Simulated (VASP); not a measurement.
Method: r2SCAN meta-GGA, VASP's PBE PAW potentials (set 64) (plane waves; VASP).

VASP input:

INCAR:
```
SYSTEM = ZrS2
PREC = Accurate
ENCUT = 520
EDIFF = 1E-7
NELM = 100
ALGO = Normal
LREAL = .FALSE.
LASPH = .TRUE.
ISMEAR = -5
METAGGA = R2SCAN
LMIXTAU = .TRUE.
LMAXMIX = 4
LWAVE = .FALSE.
LCHARG = .FALSE.
LORBIT = 11
NEDOS = 601
ISIF = 2
LEFG = .TRUE.
```

File KPOINTS:
```
Automatic mesh
0
Gamma
8 8 4
0 0 0
```

File POSCAR:
```
ZrS2
1
    1.8454943332    -3.1964899730     0.0000000000
    1.8454943332     3.1964899730    -0.0000000000
   -0.0000000000     0.0000000000     6.0629365987
Zr S
1 2
Direct
  0.0000000000   0.0000000000   0.0000000000
  0.3333330000   0.6666670000   0.2369177327
  0.6666670000   0.3333330000   0.7630822673
```

KPOINTS_OPT:
```
k-points along high-symmetry lines
6
Line-mode
Reciprocal
  0.000000   0.000000   0.000000 ! GAMMA
  0.500000  -0.000000   0.000000 ! M

  0.500000  -0.000000   0.000000 ! M
  0.333333   0.333333   0.000000 ! K

  0.333333   0.333333   0.000000 ! K
  0.000000   0.000000   0.000000 ! GAMMA

  0.000000   0.000000   0.000000 ! GAMMA
  0.000000   0.000000   0.500000 ! A

  0.000000   0.000000   0.500000 ! A
  0.500000  -0.000000   0.500000 ! L

  0.500000  -0.000000   0.500000 ! L
  0.333333   0.333333   0.500000 ! H

  0.333333   0.333333   0.500000 ! H
  0.000000   0.000000   0.500000 ! A

  0.500000  -0.000000   0.500000 ! L
  0.500000  -0.000000   0.000000 ! M

  0.333333   0.333333   0.500000 ! H
  0.333333   0.333333   0.000000 ! K
```

POTCAR, in this order: Zr_sv S (PBE.64 set). Program: vasp_std.

Problem. What will the output report for the number of irreducible k-points (NKPTS), largest plane-wave count, number of space-group operations, FFT grid (NGX, NGY, NGZ)?

Solution. 
```
Property                                      Result
--------------------------------------  ------------
number of irreducible k-points (NKPTS)            35
largest plane-wave count                        1941
number of space-group operations                  12
FFT grid (NGX, NGY, NGZ)                28 × 28 × 48
```

The compound is ZrS2 in the 1T layered structure. It was relaxed first, which changed the volume by +6 %.
